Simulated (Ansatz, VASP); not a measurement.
# One calculation of W2CN4, two programs

```
CELL_PARAMETERS angstrom
0.00000 3.97080 3.97080
3.97080 0.00000 3.97080
3.97080 3.97080 0.00000
ATOMIC_POSITIONS crystal
W 0.62500 0.12500 0.62500
W 0.62500 0.62500 0.12500
W 0.12500 0.62500 0.62500
W 0.62500 0.62500 0.62500
C 0.00000 0.00000 0.00000
C 0.25000 0.25000 0.25000
N 0.89075 0.89075 0.32776
N 0.89075 0.32776 0.89075
N 0.32776 0.89075 0.89075
N 0.89075 0.89075 0.89075
N 0.35925 0.92224 0.35925
N 0.35925 0.35925 0.92224
N 0.35925 0.35925 0.35925
N 0.92224 0.35925 0.35925
```

The cell was built by a generator and needn't be a form met in nature.

Alike in both runs: task single point; functional PBE; k mesh 8 × 8 × 8; occupations gaussian, width 0.1 eV; no spin polarisation.

```csv
,VASP,Ansatz
version,VASP 6.6.1,Ansatz 0.2.0
potentials or method,"VASP PAW PBE potentials, release 64 (W_sv, C, N)","scalar-relativistic, plane waves, PAW"
plane-wave cutoff (eV),520,420
valence electrons in the cell,104,104
```

Ansatz gave:

| Property | Result |
| --- | --- |
| gap on the k mesh at the Fermi level (eV) | none |
| pressure (GPa) | 0.0 |
| rms of the force components (eV/Å) | 0.001 |

Q: Estimate VASP's values.

A: gap on the k mesh at the Fermi level (eV): none; pressure (GPa): 1.3; rms of the force components (eV/Å): 0.023.

Atom by atom the forces differ by 0.022 eV/Å (rms over components). A gap of «none» marks a metal or a gap that the smearing closes. The functional is the same, so the differences come from potentials, cutoffs and numerics.

Spin-orbit coupling is left out, which matters for the levels of W.
